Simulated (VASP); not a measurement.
OSZICAR of a VASP run on CeO2 (fluorite):

**OSZICAR**
```
       N       E                     dE             d eps       ncg     rms          rms(c)
DAV:   1     0.219835620025E+03    0.21984E+03   -0.11665E+04   664   0.201E+03
DAV:   2     0.136607912370E+01   -0.21847E+03   -0.20859E+03   984   0.313E+02
DAV:   3    -0.310908189728E+02   -0.32457E+02   -0.27574E+02   808   0.141E+02
DAV:   4    -0.325961654621E+02   -0.15053E+01   -0.15051E+01   984   0.321E+01
DAV:   5    -0.326608351238E+02   -0.64670E-01   -0.64662E-01  1080   0.589E+00    0.325E+01
DAV:   6    -0.302177977299E+02    0.24430E+01   -0.81091E+01   944   0.581E+01    0.216E+01
DAV:   7    -0.293018077188E+02    0.91599E+00   -0.14205E+02   960   0.120E+02    0.222E+01
DAV:   8    -0.284259249300E+02    0.87588E+00   -0.28834E+00   768   0.192E+01    0.129E+01
DAV:   9    -0.275562953809E+02    0.86963E+00   -0.59955E+00   960   0.206E+01    0.138E+00
DAV:  10    -0.275554887691E+02    0.80661E-03   -0.19698E-01  1096   0.346E+00    0.103E+00
DAV:  11    -0.275537945590E+02    0.16942E-02   -0.25481E-02   936   0.146E+00    0.128E+00
DAV:  12    -0.275488525990E+02    0.49420E-02   -0.11368E-01   880   0.246E+00    0.878E-01
DAV:  13    -0.275448553230E+02    0.39973E-02   -0.68058E-02   944   0.263E+00    0.535E-01
DAV:  14    -0.275449358742E+02   -0.80551E-04   -0.27899E-03   960   0.320E-01    0.425E-01
DAV:  15    -0.275444793480E+02    0.45653E-03   -0.29670E-03   896   0.541E-01    0.921E-02
DAV:  16    -0.275444797247E+02   -0.37665E-06   -0.42249E-05   864   0.594E-02    0.670E-02
DAV:  17    -0.275444769169E+02    0.28078E-05   -0.21147E-05  1040   0.385E-02    0.367E-02
DAV:  18    -0.275444720562E+02    0.48607E-05   -0.39780E-05   968   0.518E-02    0.341E-03
DAV:  19    -0.275444717727E+02    0.28344E-06   -0.92108E-07   424   0.104E-02
   1 F= -.27544472E+02 E0= -.27544472E+02  d E =-.275445E+02
```

**Question.** Which electronic solver shows in the log?

**Answer.** It is blocked Davidson (ALGO = Normal, or the opening steps of other solvers). The INCAR had ALGO = Normal.

**Question.** How was spin treated?

**Answer.** Without spin polarisation: there is no mag entry.

**Question.** Can the final energy be trusted as converged?

**Answer.** Self-consistency was reached. It stopped with EDIFF = 1E-6, NELM = 100, NSW = 60 and EDIFFG = -0.02 after 1 ionic step (PBEsol GGA, plane waves, VASP's PBE PAW potentials (set 64)).

The compound is CeO2 in the fluorite structure. It was relaxed first. The start is the result of an earlier pass. The run is not spin-polarised, so no magnetic state was tried.
